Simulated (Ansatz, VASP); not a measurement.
# MnPt3 in two plane-wave programs, part 2 of 2

One calculation is typed for both programs; each brings its own data sets and cutoff. How far apart do they land?

VASP 6.6.1 and Ansatz 0.2.0.

So far: Set-up; VASP: single point, r2SCAN.

## (3) Ansatz: single point, r2SCAN

Level of this step: Ansatz beside VASP: Kohn-Sham DFT, plane waves, r2SCAN (Ansatz).

Ansatz runs on its default PAW (the set named soft_2) files.

The same cell, functional, mesh and smearing now go to Ansatz, which takes its cutoff from its data sets.

File input.yaml:

```yaml
crystal:
  lattice:
    - [3.9, 0.0, 0.0]
    - [0.0, 3.9, 0.0]
    - [0.0, 0.0, 3.9]
  atoms:
    - { symbol: Mn, position: [0.0, 0.0, 0.0], spin: 4.0 }
    - { symbol: Pt, position: [0.0, 0.5, 0.5] }
    - { symbol: Pt, position: [0.5, 0.0, 0.5] }
    - { symbol: Pt, position: [0.5, 0.5, 0.0] }
hamiltonian:
  xc: r2scan
  pseudopotentials: { kind: paw }
magnetization:
  spin_polarized: true
kpoints:
  mp_grid: { grid: [6, 6, 6] }
scf:
  occupations: { method: fermi_dirac, width: 0.05 }
  n_extra_bands: 9
output:
  forces: true
  stress: true
  eigenvalues: true
  write_density: true
  write_potential: true
  elf: true
  volumetric_format: npy
```

Started as:

```sh
$ ansatz run input.yaml --threads 2 --pin off --max-ram 4608MiB --backend cpu --events-out ev --progress --plain --runs-dir out
```

Numbers of over 12 decimals in the logs are rounded to 6 here.

What it wrote:

```text
scf.n_extra_bands = 9 over 35 filled bands (N_el = 69.0): the run solves 44 bands
Engine: ansatz 0.2.0, aarch64-unknown-linux-gnu
Pseudopotentials: kind: paw
Pseudopotential: Mn, paw, valence charge 15, recommended cutoff 500 eV (meta_gga), Mn.paw.azcp
Pseudopotential: Pt, paw, valence charge 18, recommended cutoff 500 eV (meta_gga), Pt.paw.azcp
Functional definition: r2SCAN
  parameter k0 = 0.174
  parameter k1 = 0.065
  parameter a1 = 4.9479
  exchange = r2scan_x(k0 = k0, k1 = k1, a1 = a1)
  correlation = r2scan_c
Crystal: 4 atoms, lattice volume = 59.319 Å³
Basis set: ecut = 500 eV, 1503 PW (Γ), exchange–correlation on 120×120×120 points (64 copies of the dense FFT grid, shifted against one another)
Bands: 44, of which v1, the nominal top of the filled ones, is band 35 counted from 1 (34 counted from 0)
Symmetry: 48 space group operations
Space group: Pm-3m (ITA 221), of the structure as read, at distance tolerance 3.9e-5 Å
Magnetic group: BNS 221.92 (UNI 1594), of the structure as read, at distance tolerance 3.9e-5 Å
k-points: 20 of 216
Non-local potential: Mn, projectors of the file, l = 0: 3, l = 1: 2, l = 2: 3, l = 3: 1
Non-local potential: Pt, projectors of the file, l = 0: 3, l = 1: 2, l = 2: 2, l = 3: 1
PAW form: soft (Blöchl's): semilocal exchange-correlation on the pseudo side does not see the compensation charge
PAW frozen core: Mn, regenerated for the run's functional (the file was generated under x = pbe(κ = 0.804, μ = 0.219515), c = pbe(β = 0.066725))
PAW frozen core: Pt, regenerated for the run's functional (the file was generated under x = pbe(κ = 0.804, μ = 0.219515), c = pbe(β = 0.066725))
PAW one-centre angular grid: Mn, 590 points (default); XC on 160 Gauss nodes
PAW one-centre angular grid: Pt, 590 points (default); XC on 160 Gauss nodes
Initial density: superposition of atomic densities (chi_scale 0.1, normalization cell, long waves kept (reshape's long-wave potential 0.00 eV rms))
Starting moments: Σ|m| = 4 μB on 1 of 4 sites
Initial wavefunctions: pseudopotential atomic-orbital guess
Functional: x = r2scan, c = r2scan; τ floored in thin density (d = 2e-4 eV/Å³)
SCF iter   1: F=—  HF=-41518.211605 eV  |F-HF|=—  |Δ(HF+E_count)|=         —  Δρ=8.70e-2 (↑8.70e-2 ↓7.88e-2)  dr2=2.11e1  dr2_τ=1.65e-1  dr2_m=2.88e-1  M=4.408 μB ∫|m|=4.502 μB  β_m=1.00  ethr=3.10e-3  ⟨swp⟩=6.0  Hψ=5809  notcnv=0  defer=1
Mixer restart at iter 1: flushing history
preconditioner: auto → Kerker (q_TF=auto, 2.798 Å⁻¹)  [metal: Δε(μ)=0.051 eV  Ē_g=8.755 eV  σ=0.050 eV  W_gap=0.24  n_scr=26 (ndim 8)  ℏωp=29.3 eV  f_vac=0.000  D(μ)=2.28/eV (n_scr^D=18)]
spin=Collinear: Kerker preconditioning applied to the charge; magnetization (m = ρ↑ − ρ↓) channel mixes plain (no charge-response kernel on spin).
SCF iter   2: F=—  HF=-41516.894159 eV  |F-HF|=—  |Δ(HF+E_count)|=    1.32e0  Δρ=4.57e-2 (↑4.04e-2 ↓4.57e-2)  dr2=6.85e0  dr2_τ=4.67e-2  dr2_m=6.47e-3  M=4.463 μB ∫|m|=4.684 μB  β_m=1.00  ethr=3.10e-3  ⟨swp⟩=2.7  Hψ=3405  notcnv=0  defer=93  κ⁻¹=1.0e0(r=1)
SCF iter   3: F=—  HF=-41516.335624 eV  |F-HF|=—  |Δ(HF+E_count)|=   5.59e-1  Δρ=1.41e-2 (↑1.41e-2 ↓1.24e-2)  dr2=4.46e-1  dr2_τ=5.00e-3  dr2_m=3.39e-3  M=4.580 μB ∫|m|=4.916 μB  β_m=1.00  ethr=3.10e-3  ⟨swp⟩=2.7  Hψ=3076  notcnv=0  defer=97  κ⁻¹=4.2e-2(r=2)
SCF iter   4: F=—  HF=-41516.284117 eV  |F-HF|=—  |Δ(HF+E_count)|=   5.15e-2  Δρ=1.05e-2 (↑8.18e-3 ↓1.05e-2)  dr2=1.44e-1  dr2_τ=3.70e-3  dr2_m=3.05e-3  M=4.651 μB ∫|m|=5.004 μB  β_m=1.00  ethr=6.47e-4  ⟨swp⟩=2.1  Hψ=2598  notcnv=0  defer=107  κ⁻¹=3.6e-3(r=3)
SCF iter   5: F=—  HF=-41516.364374 eV  |F-HF|=—  |Δ(HF+E_count)|=         —  Δρ=4.56e-3 (↑3.59e-3 ↓4.56e-3)  dr2=2.95e-2  dr2_τ=4.85e-4  dr2_m=5.94e-4  M=4.714 μB ∫|m|=5.089 μB  β_m=1.00  ethr=2.08e-4  ⟨swp⟩=2.1  Hψ=2947  notcnv=0  defer=109
Mixer restart at iter 5: flushing history
SCF iter   6: F=—  HF=-41516.377530 eV  |F-HF|=—  |Δ(HF+E_count)|=   1.32e-2  Δρ=3.40e-3 (↑3.15e-3 ↓3.40e-3)  dr2=1.93e-2  dr2_τ=2.94e-4  dr2_m=2.38e-5  M=4.709 μB ∫|m|=5.085 μB  β_m=1.00  ethr=4.27e-5  ⟨swp⟩=1.0  Hψ=1762  notcnv=0  defer=109  κ⁻¹=1.0e0(r=1)
SCF iter   7: F=—  HF=-41516.397265 eV  |F-HF|=—  |Δ(HF+E_count)|=         —  Δρ=2.01e-3 (↑1.66e-3 ↓2.01e-3)  dr2=6.90e-3  dr2_τ=8.70e-5  dr2_m=4.38e-5  M=4.701 μB ∫|m|=5.074 μB  β_m=1.00  ethr=2.79e-5  ⟨swp⟩=2.3  Hψ=3135  notcnv=0  defer=109
Mixer restart at iter 7: flushing history
[...]
SCF iter  11: F=—  HF=-41516.402311 eV  |F-HF|=—  |Δ(HF+E_count)|=   2.02e-4  Δρ=1.89e-4 (↑1.73e-4 ↓1.89e-4)  dr2=4.40e-5  dr2_τ=1.14e-6  dr2_m=8.28e-6  M=4.697 μB ∫|m|=5.068 μB  β_m=1.00  ethr=2.17e-7  ⟨swp⟩=2.0  Hψ=3149  notcnv=0  defer=109  κ⁻¹=5.9e-4(r=4)
SCF iter  12: F=—  HF=-41516.402332 eV  |F-HF|=—  |Δ(HF+E_count)|=   2.18e-5  Δρ=1.36e-4 (↑1.15e-4 ↓1.36e-4)  dr2=3.84e-5  dr2_τ=4.09e-7  dr2_m=2.66e-6  M=4.702 μB ∫|m|=5.073 μB  β_m=1.00  ethr=6.38e-8  ⟨swp⟩=2.2  Hψ=2846  notcnv=0  defer=109  κ⁻¹=1.8e-4(r=5)
SCF iter  13: F=—  HF=-41516.402321 eV  |F-HF|=—  |Δ(HF+E_count)|=   1.11e-5  Δρ=6.78e-5 (↑6.78e-5 ↓5.59e-5)  dr2=9.93e-6  dr2_τ=1.54e-7  dr2_m=7.60e-7  M=4.703 μB ∫|m|=5.075 μB  β_m=1.00  ethr=5.57e-8  ⟨swp⟩=2.2  Hψ=2572  notcnv=0  defer=109  κ⁻¹=7.9e-5(r=6)
SCF iter  14: F=—  HF=-41516.402326 eV  |F-HF|=—  |Δ(HF+E_count)|=   5.18e-6  Δρ=5.01e-5 (↑5.01e-5 ↓4.59e-5)  dr2=2.38e-6  dr2_τ=1.07e-7  dr2_m=6.44e-7  M=4.699 μB ∫|m|=5.071 μB  β_m=1.00  ethr=1.44e-8  ⟨swp⟩=2.1  Hψ=2636  notcnv=0  defer=109  κ⁻¹=5.6e-5(r=7)
SCF iter  15: F=—  HF=-41516.402329 eV  |F-HF|=—  |Δ(HF+E_count)|=   2.23e-6  Δρ=2.87e-5 (↑2.87e-5 ↓2.42e-5)  dr2=1.18e-6  dr2_τ=1.51e-8  dr2_m=2.69e-8  M=4.696 μB ∫|m|=5.068 μB  β_m=1.00  ethr=3.45e-9  ⟨swp⟩=2.0  Hψ=3123  notcnv=0  defer=109  κ⁻¹=4.9e-5(r=8)
SCF iter  16: F=—  HF=-41516.402329 eV  |F-HF|=—  |Δ(HF+E_count)|=   7.87e-8  Δρ=2.07e-5 (↑2.07e-5 ↓1.69e-5)  dr2=2.18e-7  dr2_τ=1.38e-8  dr2_m=8.80e-8  M=4.696 μB ∫|m|=5.067 μB  β_m=1.00  ethr=1.72e-9  ⟨swp⟩=2.0  Hψ=2993  notcnv=0  defer=109  κ⁻¹=1.2e-5(r=8)
SCF iter  17: F=—  HF=-41516.402329 eV  |F-HF|=—  |Δ(HF+E_count)|=   6.68e-7  Δρ=1.39e-5 (↑1.39e-5 ↓9.07e-6)  dr2=1.09e-7  dr2_τ=5.07e-9  dr2_m=3.32e-8  M=4.698 μB ∫|m|=5.069 μB  β_m=1.00  ethr=3.16e-10  ⟨swp⟩=2.0  Hψ=3140  notcnv=0  defer=109  κ⁻¹=1.4e-4(r=8)
SCF iter  18: F=—  HF=-41516.402330 eV  |F-HF|=—  |Δ(HF+E_count)|=   3.02e-7  Δρ=7.15e-6 (↑6.90e-6 ↓7.15e-6)  dr2=6.76e-8  dr2_τ=9.18e-10  dr2_m=3.64e-9  M=4.700 μB ∫|m|=5.071 μB  β_m=1.00  ethr=1.59e-10  ⟨swp⟩=2.0  Hψ=3155  notcnv=0  defer=109  κ⁻¹=2.0e-5(r=8)
SCF iter  19: F=—  HF=-41516.402330 eV  |F-HF|=—  |Δ(HF+E_count)|=   4.73e-8  Δρ=3.13e-6 (↑3.13e-6 ↓2.79e-6)  dr2=9.23e-9  dr2_τ=1.95e-10  dr2_m=1.28e-9  M=4.699 μB ∫|m|=5.071 μB  β_m=1.00  ethr=9.80e-11  ⟨swp⟩=2.1  Hψ=2848  notcnv=0  defer=109  κ⁻¹=8.3e-5(r=8)
SCF iter  20: F=-41516.402330 eV  HF=-41516.402330 eV  |F-HF|=2.11e-10  |Δ(HF+E_count)|=   1.85e-8  Δρ=2.52e-6 (↑2.52e-6 ↓1.05e-6)  dr2=5.62e-9  dr2_τ=1.25e-10  dr2_m=8.89e-10  M=4.699 μB ∫|m|=5.071 μB  ethr=1.34e-11  ⟨swp⟩=10.3  Hψ=10922  notcnv=0
SCF 1 converged in 20 iterations: F = -41516.402330 eV  dr2 = 5.62e-9
  greatest PAW one-centre occupation: 1.004 electrons in one spin orbital (limit 2), on the Mn atom at site 0 (counted from 0), in its partial waves of l = 1
this state was not tested for a lower state beside it, because the mixer in use, unlike msr1, does not test its closes by its own steps (another_mixer; see scf.mixing.algorithm and scf.lower_state_search)
SCF converged after 20 iterations
Magnetization: 4.6991 μB (36.8496 up, 32.1504 down)
Absolute magnetization: 5.0734 μB (∫|ρ↑−ρ↓|, with the PAW one-centre terms)
Spin contamination: 0.2765 ħ² per cell (⟨S²⟩ above its minimum at these occupations)
Per-site moments (μB) at R_I (Å): [(4.049062, 1.137558), (0.238131, 1.137558), (0.238131, 1.137558), (0.238131, 1.137558)]
Free energy (F): -41516.402330 eV
Harris-Foulkes:  -41516.402330 eV  (|F-HF|=2.11e-10)
Internal energy: -41516.376296 eV  (E = F + TS)
E sigma→0 (E₀):  -41516.389313 eV
Entropy (-TS):   -0.026034 eV (-6.508 meV/atom)
Fermi energy:    21.260484 eV
--- Per-component energies (eV) ---
  E_band       = -703.277246
  E_kinetic    = 2216.478081
  E_local      = -6277.635910  (includes V_loc(G=0)·N_el)
  E_nonlocal   = 855.125519
  E_hartree    = 2408.900280
  E_xc         = -860.738801
  E_vxc        = -1175.571972  (∫ρ·V_xc dr)
  E_paw        = -29754.973785  (= ΣΔE_a)
  E_vpaw       = -1215.684936  (= ΣTr[D̂ρ^β])
  E_aug_tail   = 0.000482  (compensation charges beyond the density's cutoff)
  E_vtau       = 76.209541  (kinetic-family band-sum trace: ∫τ·v_τ [+ j·A + Jᵃ·Aᵃ] dr)
  E_ewald      = -10102.554636
  E_core_change = -0.977526  (= ΣΔE_core)
  E_smearing   = -0.026034  (= −TS)
  E_closure    = 0.000000  (closes the sum)
  Σ components = -41516.402330   (vs F -41516.402330, Δ=0.00e0)
--- Forces (eV/Å), atoms counted from 1 ---
  atom   1  Mn    -0.00000000     0.00000000     0.00000000
  atom   2  Pt     0.00000000    -0.00000000    -0.00000000
  atom   3  Pt     0.00000000    -0.00000000    -0.00000000
  atom   4  Pt     0.00000000     0.00000000    -0.00000000
  max |Σ_I F_I| component: 2.17e-28 eV/Å
--- Stress (GPa, compression-positive) ---
        1.880793      -0.000000       0.000000
        0.000000       1.880793       0.000000
        0.000000       0.000000       1.880793
  P = ⅓ Tr σ = 1.8808 GPa (18.808 kbar)
--- Band table (eV; the first three rows and the last of 40) ---
  k-point 0 ↑: bands = [... 31 lower, 20.6657, 20.6657, 21.2545, 21.7598, 21.7598, 21.7598, 23.1955, 23.1955, ... 5 higher]
  k-point 1 ↑: bands = [... 31 lower, 20.4805, 20.6566, 20.8889, 20.8889, 20.9489, 21.6487, 21.7607, 24.7746, ... 5 higher]
  k-point 2 ↑: bands = [... 31 lower, 19.5156, 19.8789, 19.9246, 19.9246, 20.5074, 20.6410, 21.7624, 27.0822, ... 5 higher]
  k-point 19 ↓: bands = [... 31 lower, 20.9873, 21.6793, 21.6793, 21.6793, 23.8959, 23.8959, 23.8959, 24.4873, ... 5 higher]
```

The job ended after 31 s (2 threads of Arm Neoverse N1, shared host; peak memory 0.53 GiB; 59 s of CPU time).

The run ends at a pressure of 1.88 GPa.

## (4) Comparison

Known differences besides the potentials themselves: VASP keeps PBE cores, Ansatz makes them for the functional; the data sets hold 69 valence electrons in Ansatz (default PAW (the set named soft_2) files) and 37 in VASP; the cutoff is 500 eV in Ansatz and 400 eV in VASP; site moments are counted in spheres of each program's own size. Total energies have different zeros and are not compared.

Compared:

| quantity | Ansatz | VASP | difference |
| --- | --- | --- | --- |
| pressure (GPa) | 1.88 | 2.11 | -0.23 |
| pressure without Ansatz's Pulay correction (GPa) | 1.79 | 2.11 | -0.33 |
| total moment (μB) | 4.70 | 4.67 | +0.02 |
| moment on Mn1 (μB) | 4.05 | 4.03 | +0.02 |
| moment on Pt2 (μB) | 0.24 | 0.18 | +0.05 |
| moment on Pt3 (μB) | 0.24 | 0.18 | +0.05 |
| moment on Pt4 (μB) | 0.24 | 0.18 | +0.05 |

Ansatz's pressure holds a Pulay correction of 0.09 GPa; VASP's holds none.

## (5) Outcome

```yaml
difference_in_total_moment_single_point_r2scan: 0.025 μB
```

What this shows: The difference in total moment is 0.025 μB (single point, r2SCAN). Such differences can come from data sets, numerical settings and the points named under the comparisons, not from the functional's error against experiment.

[Lines on the potential files, build, host, timing and source positions are cut from VASP's logs without a mark.]

[Logs are printed without paths, hosts, clocks, repeated set-up lines and the standing remarks that a program may print on its own settings, such as how far it seeks lower states.]

[Hosts, paths, dates, database ids (printed as entryN), source tags and the programs' standing remarks are cut or masked in the printed files.]
